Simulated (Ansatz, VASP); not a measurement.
# NaAl3 in VASP and in Ansatz

File INCAR:

```
SYSTEM = NaAl3
PREC     = Accurate       ! precision mode
ENCUT    = 520            ! plane-wave cutoff, eV
EDIFF    = 1E-7           ! SCF threshold, eV
ISMEAR   = -1             ! smearing method
SIGMA    = 0.05           ! smearing width, eV
LREAL    = .False.        ! projectors in reciprocal space
LASPH    = .True.         ! aspherical terms in the spheres
NELM     = 100            ! most SCF steps
ALGO     = Normal         ! electronic algorithm
ISIF     = 2              ! what is computed and relaxed
LWAVE    = .False.        ! write WAVECAR
LCHARG   = .False.        ! write CHGCAR
GGA      = PE             ! functional
NBANDS   = 16             ! bands
```

KPOINTS

```
Automatic mesh
0
Gamma
  9 9 9
  0 0 0
```

POSCAR

```
NaAl3
1.0
   -2.1581535782      2.1581535782      3.9264128382
    2.1581535782     -2.1581535782      3.9264128382
    2.1581535782      2.1581535782     -3.9264128382
Al Na
3 1
Direct
    0.5000000000      0.5000000000      0.0000000000
    0.2500000000      0.7500000000      0.5000000000
    0.7500000000      0.2500000000      0.5000000000
    0.0000000000      0.0000000000      0.0000000000
```

File input.yaml:

```yaml
crystal:
  lattice:
    - [-2.1581535782, 2.1581535782, 3.9264128382]
    - [2.1581535782, -2.1581535782, 3.9264128382]
    - [2.1581535782, 2.1581535782, -3.9264128382]
  atoms:
    - { symbol: Al, position: [0.5, 0.5, 0.0] }
    - { symbol: Al, position: [0.25, 0.75, 0.5] }
    - { symbol: Al, position: [0.75, 0.25, 0.5] }
    - { symbol: Na, position: [0.0, 0.0, 0.0] }
hamiltonian:
  xc: pbe
  pseudopotentials: { kind: paw }
kpoints:
  mp_grid: { grid: [9, 9, 9] }
scf:
  occupations: { method: fermi_dirac, width: 0.05 }
output:
  forces: true
  stress: true
  eigenvalues: true
```

Change from the starting cell: volume scaled by 0.96.

Alike in both runs: task single point; functional PBE; k mesh 9 × 9 × 9; occupations fermi-dirac, width 0.05 eV; no spin polarisation.

```csv
,VASP,Ansatz
version,VASP 6.6.1,Ansatz 0.2.0
potentials or method,"VASP PAW PBE potentials, release 64 (Al, Na_pv)",Ansatz PAW
plane-wave cutoff (eV),520,420
valence electrons in the cell,16,18
```

|  | VASP | Ansatz | Ansatz less VASP |
| --- | --- | --- | --- |
| gap on the k mesh at the Fermi level (eV) | none | none | - |
| pressure (GPa) | 2.1 | 2.1 | -0.01 |
| largest component of the traceless stress (GPa) | 0.86 | 0.87 | +0.007 |

A gap of «none» marks a metal or a gap that the smearing closes. With one functional, cell and mesh, what is left measures potentials, basis and numerics. The two sets of potentials don't hold the same shells in valence.
